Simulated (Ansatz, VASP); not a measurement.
# Cross-check of SiMo3 (SiMo3 (Pm-3n)) between VASP and Ansatz, part 2 of 2

Wanted: the spread between two codes on one cell, functional and k mesh. The cell is taken from a series of runs on this material, whose earlier steps may have relaxed, scaled, displaced or heated it; both programs get it as it stands.

VASP 6.6.1 and Ansatz 0.2.0.

So far: The structure; Ansatz: relaxation of cell and atoms, r2SCAN.

### 3. VASP: relaxation of cell and atoms, r2SCAN

Level of this step: r2SCAN; plane waves and PAW (Si, Mo_sv) (VASP).

The same cell, functional, mesh and smearing now go to VASP, with its own data sets.

Lines of VASP's logs that name or quote its potential files are left out, and so is its time.

Input file INCAR:

```
SYSTEM = SiMo3
PREC = Accurate
ENCUT = 550
EDIFF = 1E-07
NELM = 120
ISMEAR = -1
SIGMA = 0.05
LREAL = .FALSE.
ALGO = Normal
METAGGA = R2SCAN
LASPH = .TRUE.
NBANDS = 57
LORBIT = 11
LWAVE = .FALSE.
LCHARG = .FALSE.
ISIF = 3
IBRION = 2
NSW = 80
EDIFFG = -0.005
GGA_COMPAT = .FALSE.
NELMIN = 4
LMIXTAU = .TRUE.
KPAR = 2
```

Input file POSCAR:

```
SiMo3
1.0
    4.8896950000      0.0000000000      0.0000000000
    0.0000000000      4.8896950000      0.0000000000
    0.0000000000      0.0000000000      4.8896950000
Si Mo
2 6
Direct
    0.5000001023      0.5000000000      0.5000001023
    0.0000001023      0.0000000000      0.0000001023
    0.0000001023      0.5000000000      0.2500001023
    0.0000001023      0.5000000000      0.7500001023
    0.5000001023      0.7500000000      0.0000001023
    0.5000001023      0.2500000000      0.0000001023
    0.7500001023      0.0000000000      0.5000001023
    0.2500001023      0.0000000000      0.5000001023
```

Input file KPOINTS:

```
Automatic mesh
0
Gamma
8 8 8
0 0 0
```

PAW data sets: Si and Mo_sv (PBE family, release 64).

On the command line:

```
$ mpirun -np 2 vasp_std
```

Numbers of over 12 decimals in the logs are rounded to 6 here.

Output:

```text
[banner, memory and clock lines left out]
running    2 mpi-ranks, on    1 nodes
 distrk:  each k-point on    1 cores,    2 groups
 distr:  one band on    1 cores,    1 groups

 POSCAR found type information on POSCAR SiMo
 POSCAR found :  2 types and       8 ions
|                                                                             |
|               ----> ADVICE to this user running VASP <----                  |
|                                                                             |
|     You enforced a specific xc type in the INCAR file but a different       |
|     [... a line on the potential file left out ...]
|     I HOPE YOU KNOW WHAT YOU ARE DOING!                                     |
|                                                                             |

 LDA part: xc-table for (None), standard interpolation
 POSCAR, INCAR and KPOINTS ok, starting setup
 FFT: planning ... GRIDC
 FFT: planning ... GRID_SOFT
 FFT: planning ... GRID
 WAVECAR not read
 entering main loop
       N       E                     dE             d eps       ncg     rms          rms(c)
DAV:   1     0.105507037062E+04    0.10551E+04   -0.59257E+04  4030   0.178E+03
DAV:   2    -0.163100983586E+03   -0.12182E+04   -0.11844E+04  4296   0.545E+02
DAV:   3    -0.213863418679E+03   -0.50762E+02   -0.48891E+02  5157   0.102E+02
DAV:   4    -0.214997302014E+03   -0.11339E+01   -0.11207E+01  4796   0.125E+01
DAV:   5    -0.215019515514E+03   -0.22213E-01   -0.22172E-01  4956   0.174E+00    0.511E+01
DAV:   6    -0.181461671370E+03    0.33558E+02   -0.24278E+01  4108   0.309E+01    0.824E+00
DAV:   7    -0.172340964904E+03    0.91207E+01   -0.44716E+00  4721   0.970E+00    0.367E+00
DAV:   8    -0.179749678800E+03   -0.74087E+01   -0.37124E+00  4238   0.899E+00    0.347E+00
DAV:   9    -0.176626514877E+03    0.31232E+01   -0.67304E-01  4211   0.540E+00    0.179E+00
DAV:  10    -0.176437076104E+03    0.18944E+00   -0.27159E-02  4829   0.110E+00    0.123E+00
DAV:  11    -0.176553971552E+03   -0.11690E+00   -0.20731E-02  4370   0.940E-01    0.629E-01
DAV:  12    -0.176569538183E+03   -0.15567E-01   -0.28018E-02  4202   0.103E+00    0.236E-01
DAV:  13    -0.176611126482E+03   -0.41588E-01   -0.19746E-02  4283   0.856E-01    0.139E-01
DAV:  14    -0.176609336255E+03    0.17902E-02   -0.37730E-03  4421   0.368E-01    0.707E-02
DAV:  15    -0.176610080781E+03   -0.74453E-03   -0.12990E-03  4558   0.188E-01    0.954E-02
DAV:  16    -0.176610320861E+03   -0.24008E-03   -0.51773E-04  4346   0.126E-01    0.923E-03
DAV:  17    -0.176610493648E+03   -0.17279E-03   -0.10975E-04  4598   0.706E-02    0.658E-03
DAV:  18    -0.176610490854E+03    0.27944E-05   -0.46090E-06  4811   0.121E-02    0.916E-03
DAV:  19    -0.176610495206E+03   -0.43515E-05   -0.12561E-06  4623   0.634E-03    0.496E-03
DAV:  20    -0.176610494695E+03    0.51096E-06   -0.17916E-06  4430   0.793E-03    0.685E-04
DAV:  21    -0.176610494612E+03    0.83164E-07   -0.66514E-08  2741   0.152E-03
   1 F= -.17661049E+03 E0= -.17659365E+03  d E =-.176610E+03
 curvature:   0.00 expect dE= 0.000E+00 dE for cont linesearch  0.000E+00
 trial: gam= 0.00000 g(F)=  0.132E-41 g(S)=  0.466E-03 ort = 0.000E+00 (trialstep = 0.100E+01)
 search vector abs. value=  0.466E-03
 bond charge predicted
       N       E                     dE             d eps       ncg     rms          rms(c)
DAV:   1    -0.176619102748E+03   -0.86081E-02   -0.25878E-01  4039   0.338E+00    0.107E+00
DAV:   2    -0.176610520389E+03    0.85824E-02   -0.27499E-02  4070   0.896E-01    0.178E-01
DAV:   3    -0.176610159098E+03    0.36129E-03   -0.32397E-03  4659   0.294E-01    0.141E-01
DAV:   4    -0.176609829029E+03    0.33007E-03   -0.10884E-03  4442   0.141E-01    0.302E-02
DAV:   5    -0.176610147863E+03   -0.31883E-03   -0.29924E-04  4354   0.111E-01    0.151E-02
DAV:   6    -0.176610074726E+03    0.73137E-04   -0.65455E-05  4334   0.556E-02    0.887E-03
DAV:   7    -0.176610145581E+03   -0.70856E-04   -0.58383E-05  4346   0.505E-02    0.159E-03
DAV:   8    -0.176610148809E+03   -0.32276E-05   -0.30138E-06  4709   0.110E-02    0.191E-03
DAV:   9    -0.176610149011E+03   -0.20186E-06   -0.38317E-07  3568   0.316E-03    0.943E-04
DAV:  10    -0.176610149257E+03   -0.24589E-06   -0.91766E-08  2481   0.167E-03    0.435E-04
DAV:  11    -0.176610149294E+03   -0.37870E-07   -0.12034E-08  2350   0.630E-04
   2 F= -.17661015E+03 E0= -.17659324E+03  d E =0.345317E-03
 trial-energy change:    0.000345  1 .order    0.000344   -0.000466    0.001154
 step:   0.2867(harm=  0.2877)  dis= 0.00000  next Energy=  -176.610561 (dE=-0.668E-04)
 bond charge predicted
       N       E                     dE             d eps       ncg     rms          rms(c)
DAV:   1    -0.176615095282E+03   -0.49460E-02   -0.13146E-01  4047   0.241E+00    0.773E-01
DAV:   2    -0.176610699327E+03    0.43960E-02   -0.13879E-02  4040   0.638E-01    0.126E-01
DAV:   3    -0.176610526470E+03    0.17286E-03   -0.16493E-03  4626   0.209E-01    0.103E-01
DAV:   4    -0.176610390068E+03    0.13640E-03   -0.56035E-04  4424   0.100E-01    0.217E-02
DAV:   5    -0.176610557299E+03   -0.16723E-03   -0.14142E-04  4301   0.760E-02    0.104E-02
DAV:   6    -0.176610524862E+03    0.32438E-04   -0.28860E-05  4335   0.364E-02    0.653E-03
DAV:   7    -0.176610560254E+03   -0.35393E-04   -0.29215E-05  4281   0.356E-02    0.112E-03
DAV:   8    -0.176610562096E+03   -0.18412E-05   -0.16261E-06  4696   0.824E-03    0.143E-03
DAV:   9    -0.176610562066E+03    0.29360E-07   -0.19585E-07  3008   0.226E-03
   3 F= -.17661056E+03 E0= -.17659370E+03  d E =-.674547E-04
 curvature:  -0.14 expect dE=-0.449E-07 dE for cont linesearch -0.449E-07
 trial: gam=-0.02522 g(F)=  0.795E-42 g(S)=  0.312E-06 ort = 0.121E-04 (trialstep = 0.857E+00)
 search vector abs. value=  0.309E-09
 reached required accuracy - stopping structural energy minimisation
```

OUTCAR, selected parts (step 3):

```text
ion  position               nearest neighbor table
   1  0.500  0.500  0.500-   3 2.73   4 2.73   5 2.73   6 2.73   7 2.73   8 2.73   5 2.73   6 2.73
                             7 2.73   8 2.73   3 2.73   4 2.73
   2  0.000  0.000  0.000-   3 2.73   4 2.73   5 2.73   6 2.73   7 2.73   8 2.73   7 2.73   8 2.73
                             3 2.73   4 2.73   5 2.73   6 2.73
   3  0.000  0.500  0.250-   4 2.44   4 2.44   1 2.73   2 2.73   2 2.73   1 2.73   8 2.99   5 2.99
                             6 2.99   7 2.99   8 2.99   7 2.99   5 2.99   6 2.99
   4  0.000  0.500  0.750-   3 2.44   3 2.44   1 2.73   2 2.73   2 2.73   1 2.73   8 2.99   5 2.99
                             6 2.99   7 2.99   8 2.99   7 2.99   5 2.99   6 2.99
   5  0.500  0.750  0.000-   6 2.44   6 2.44   1 2.73   1 2.73   2 2.73   2 2.73   8 2.99   4 2.99
                             7 2.99   8 2.99   3 2.99   7 2.99   3 2.99   4 2.99
   6  0.500  0.250  0.000-   5 2.44   5 2.44   1 2.73   1 2.73   2 2.73   2 2.73   8 2.99   4 2.99
                             7 2.99   8 2.99   3 2.99   7 2.99   3 2.99   4 2.99
   7  0.750  0.000  0.500-   8 2.44   8 2.44   1 2.73   2 2.73   1 2.73   2 2.73   3 2.99   4 2.99
                             5 2.99   6 2.99   5 2.99   3 2.99   4 2.99   6 2.99
   8  0.250  0.000  0.500-   7 2.44   7 2.44   1 2.73   2 2.73   1 2.73   2 2.73   3 2.99   4 2.99
                             5 2.99   6 2.99   5 2.99   3 2.99   4 2.99   6 2.99

  LATTYP: Found a simple cubic cell.
 ALAT       =     4.8896950000

 Subroutine GETGRP returns: Found 48 space group operations
 (whereof 24 operations were pure point group operations)

The static configuration has the point symmetry T_h .
 The point group associated with its full space group is O_h .

 Found     35 irreducible k-points:

   k-points           NKPTS =     35   k-points in BZ     NKDIM =     35   number of bands    NBANDS=     57

   dimension x,y,z NGX =    40 NGY =   40 NGZ =   40
   dimension x,y,z NGXF=    80 NGYF=   80 NGZF=   80

   ENCUT  =  550.0 eV  40.42 Ry    6.36 a.u.   9.35  9.35  9.35*2*pi/ulx,y,z

   NELECT =      92.0000    total number of electrons

 k-points in reciprocal lattice and weights: Automatic mesh
   0.00000000  0.00000000  0.00000000       0.002
   0.12500000  0.00000000  0.00000000       0.012
   0.25000000  0.00000000  0.00000000       0.012
   0.37500000  0.00000000  0.00000000       0.012
   0.50000000  0.00000000  0.00000000       0.006
   0.12500000  0.12500000  0.00000000       0.023
   0.25000000  0.12500000  0.00000000       0.047
   0.37500000  0.12500000  0.00000000       0.047
   0.50000000  0.12500000  0.00000000       0.023
[...]
0.50000000  0.50000000  0.37500000       0.012
   0.50000000  0.50000000  0.50000000       0.002

 average (electrostatic) potential at core
       1 -79.8972       2 -79.8972       3 -74.1619       4 -74.1619       5 -74.1619
       6 -74.1619       7 -74.1619       8 -74.1619

 E-fermi :  12.7557

 k-point     1 :       0.0000    0.0000    0.0000
  band No.  band energies     occupation
    ...
     40      10.4403      2.00000
     41      10.4403      2.00000
     42      10.4403      2.00000
     43      11.0820      2.00000
     44      11.0820      2.00000
     45      14.0966      0.00000
     46      14.0966      0.00000
     47      14.0966      0.00000
     48      15.0849      0.00000
     49      15.2355      0.00000
    ...

 k-point     2 :       0.1250    0.0000    0.0000
  band No.  band energies     occupation
    ...
     40      10.4319      2.00000
     41      10.5573      2.00000
     42      10.5573      2.00000
     43      11.1472      2.00000
     44      11.1772      2.00000
     45      13.8523      0.00000
     46      13.9883      0.00000
     47      13.9883      0.00000
     48      14.9592      0.00000
     49      15.0689      0.00000
    ...

 k-point     3 :       0.2500    0.0000    0.0000
  band No.  band energies     occupation
    ...
     40      10.3955      2.00000
     41      10.6375      2.00000
     42      10.6375      2.00000
     43      11.2124      2.00000
     44      11.3345      2.00000
     45      13.0657      0.00406
     46      13.7800      0.00000
     47      13.7800      0.00000
     48      14.6110      0.00000
     49      14.7731      0.00000
    ...

  Total        0.0041554      0.0041554      0.0041554     -0.0000000      0.0000000      0.0000000
  in kB        0.0569003      0.0569003      0.0569003     -0.0000000      0.0000000      0.0000000
  external PRESSURE =       0.0569003 kB  Pullay stress =       0.0000000 kB

  energy-cutoff  :      550.00
  volume of cell :      117.01
      direct lattice vectors                 reciprocal lattice vectors
     4.891051919  0.000000000 -0.000000000     0.204454996  0.000000000  0.000000000
     0.000000000  4.891051919  0.000000000    -0.000000000  0.204454996 -0.000000000
    -0.000000000  0.000000000  4.891051919     0.000000000  0.000000000  0.204454996

 POSITION                                       TOTAL-FORCE (eV/Angst)
 -----------------------------------------------------------------------------------
      2.44553      2.44553      2.44553        -0.000000      0.000000      0.000000
      0.00000      0.00000      0.00000        -0.000000      0.000000      0.000000
      0.00000      2.44553      1.22276         0.000000      0.000000      0.000000
      0.00000      2.44553      3.66829         0.000000     -0.000000     -0.000000
      2.44553      3.66829      0.00000        -0.000000     -0.000000      0.000000
      2.44553      1.22276      0.00000        -0.000000      0.000000      0.000000
      3.66829      0.00000      2.44553         0.000000      0.000000      0.000000
      1.22276      0.00000      2.44553         0.000000     -0.000000      0.000000
 -----------------------------------------------------------------------------------
    total drift:                               -0.002625      0.000000     -0.002624

  FREE ENERGIE OF THE ION-ELECTRON SYSTEM (eV)
  ---------------------------------------------------
  free  energy   TOTEN  =      -176.6105620662 eV

  energy  without entropy=     -176.5768309957  energy(sigma->0) =     -176.59369653

 reached required accuracy - stopping structural energy minimisation

 total charge
# of ion       s       p       d       tot
------------------------------------------
    1        0.699   0.910   0.000   1.609
    2        0.699   0.910   0.000   1.609
    3        2.327   6.205   4.046  12.578
    4        2.327   6.205   4.046  12.578
    5        2.327   6.205   4.046  12.578
    6        2.327   6.205   4.046  12.578
    7        2.327   6.205   4.046  12.578
    8        2.327   6.205   4.046  12.578
--------------------------------------------------
tot         15.362  39.050  24.277  78.689

[... 3 further parts left out ...]
```

The run keeps the 48 symmetry operations of its start, so it cannot find a distortion of lower symmetry.

### 4. Side by side

Known differences besides the potentials themselves: VASP keeps PBE cores, Ansatz makes them for the functional; the cutoff is 500 eV in Ansatz and 550 eV in VASP; Ansatz adds a Pulay correction to the stress that steers its cell, VASP none. Total energies have different zeros and are not compared.

Compared:

```csv
quantity,Ansatz,VASP,difference
volume (Å³),116.58,117.01,-0.37 %
"edge a after relaxation, in the typed setting (Å)",4.885,4.891,-0.12 %
```

### 5. Results

```
difference in volume (relaxation of cell and atoms, r2SCAN) : -0.37 %
```

The difference in volume is -0.37 % (relaxation of cell and atoms, r2SCAN), within the 1.2 % picked in this series as the mark of a large difference, as far as the stopping tolerances let one tell. Such differences can come from data sets, numerical settings and the points named under the comparisons, not from the functional's error against experiment.

[Lines on the potential files, build, host, timing and source positions are cut from VASP's logs without a mark.]

[Logs are printed without paths, hosts, clocks, repeated set-up lines and the standing remarks that a program may print on its own settings, such as how far it seeks lower states.]

[Hosts, paths, dates, database ids (printed as entryN), source tags and the programs' standing remarks are cut or masked in the printed files.]
